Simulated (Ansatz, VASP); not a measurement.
Two plane-wave programs on La2MgReO6

The input INCAR:

```
SYSTEM = La2MgReO6
ALGO = Normal
EDIFF = 1E-7
ENCUT = 520
GGA = PE
ISIF = 2
ISMEAR = -1
LASPH = .True.
LCHARG = .False.
LREAL = .False.
LWAVE = .False.
NBANDS = 44
NELM = 100
PREC = Accurate
SIGMA = 0.1
```

File KPOINTS:

```
k-points
0
Gamma
  5 5 5
  0 0 0
```

File POSCAR:

```
La2MgReO6
1.0
    0.0000000000      5.6341490000      0.0000000000
    5.6341490000      0.0000000000      0.0000000000
    2.8170750000      2.8170750000     -4.0425790000
Re O La Mg
1 6 2 1
Direct
    0.5000000000      0.5000000000      0.0000000000
    0.2570000000      0.2570000000      0.4860000000
    0.7430000000      0.7430000000      0.5140000000
    0.2238000000      0.2934000000      0.0000000000
    0.2934000000      0.7762000000      0.0000000000
    0.7762000000      0.7066000000      0.0000000000
    0.7066000000      0.2238000000      0.0000000000
    0.7500000000      0.2500000000      0.5000000000
    0.2500000000      0.7500000000      0.5000000000
    0.0000000000      0.0000000000      0.0000000000
```

Input for Ansatz:

```yaml
crystal:
  lattice:
    - [0.0, 5.634149, 0.0]
    - [5.634149, 0.0, 0.0]
    - [2.817075, 2.817075, -4.042579]
  atoms:
    - { symbol: Re, position: [0.5, 0.5, 0.0] }
    - { symbol: O, position: [0.257, 0.257, 0.486] }
    - { symbol: O, position: [0.743, 0.743, 0.514] }
    - { symbol: O, position: [0.2238, 0.2934, 0.0] }
    - { symbol: O, position: [0.2934, 0.7762, 0.0] }
    - { symbol: O, position: [0.7762, 0.7066, 0.0] }
    - { symbol: O, position: [0.7066, 0.2238, 0.0] }
    - { symbol: La, position: [0.75, 0.25, 0.5] }
    - { symbol: La, position: [0.25, 0.75, 0.5] }
    - { symbol: Mg, position: [0.0, 0.0, 0.0] }
  symmetry: { tolerance: 0.0003 }
kpoints:
  mp_grid: { grid: [5, 5, 5], shift: [0, 0, 0] }
magnetization:
  spin_polarized: false
scf:
  occupations: { method: fermi_dirac }
hamiltonian:
  pseudopotentials: { kind: paw }
  xc: pbe
basis:
  ecutwfc: 420
output:
  forces: true
  stress: true
  eigenvalues: true
```

The cell was built by a generator and needn't be a form met in nature.

Alike in both runs: task single point; functional PBE; k mesh 5 × 5 × 5; no spin polarisation.

```csv
,VASP,Ansatz
version,VASP 6.6.1,Ansatz 0.2.0
potentials or method,"VASP PAW PBE potentials, release 64 (Re, O, La, Mg)",PAW plane waves
plane-wave cutoff (eV),520,420
occupations,"fermi-dirac, width 0.1 eV",fermi-dirac
valence electrons in the cell,67,83
```

```tsv
	VASP	Ansatz	Ansatz less VASP
gap on the k mesh at the Fermi level (eV)	none	none	-
pressure (GPa)	0.5	-0.7	-1.21
largest component of the traceless stress (GPa)	1.45	1.31	-0.144
rms of the force components (eV/Å)	0.834	0.674	-0.1593
```

Atom by atom the forces differ by 0.160 eV/Å (rms over components). A gap of «none» marks a metal or a gap that the smearing closes. The two sets of potentials don't hold the same shells in valence.

Caveats: an odd number of electrons without spin polarisation forces a metal; a magnetic or distorted state may lie lower. The runs have no spin-orbit coupling, so splittings on La, Re are missing.
